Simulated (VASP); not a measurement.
Consider the following.

```xyz
4
Lattice="4.1800 2.0900 2.0900 2.0900 4.1800 2.0900 2.0900 2.0900 4.1800" Properties=species:S:1:pos:R:3 pbc="T T T"
Ni     0.0000     0.0000     0.0000
Ni     4.1800     4.1800     4.1800
O      2.0900     2.0900     2.0900
O      6.2700     6.2700     6.2700
```
Starting moments (μB, in the order of the record's atoms Ni Ni O O): 2.0 -2.0 0.0 0.0.

Method: PBE GGA, VASP's PBE PAW potentials (set 64) (plane waves; VASP). Numerical set-up: 400 eV cut-off, 6×6×6 Γ-centred mesh, Fermi-Dirac smearing of 0.020 eV, potentials Ni O.

At this cut-off the stress carries a Pulay error, which pulls relaxed volumes low.

Question: Give the stress tensor in GPa (positive for a compressed cell).

Answer: 
```
-4.42  -0.28  -0.28
-0.28  -4.42  -0.28
-0.28  -0.28  -4.42
```
The pressure is its mean diagonal, -4.42 GPa.

The structure is a typed NiO crystal (Fm-3m). The cell was not relaxed at this level.
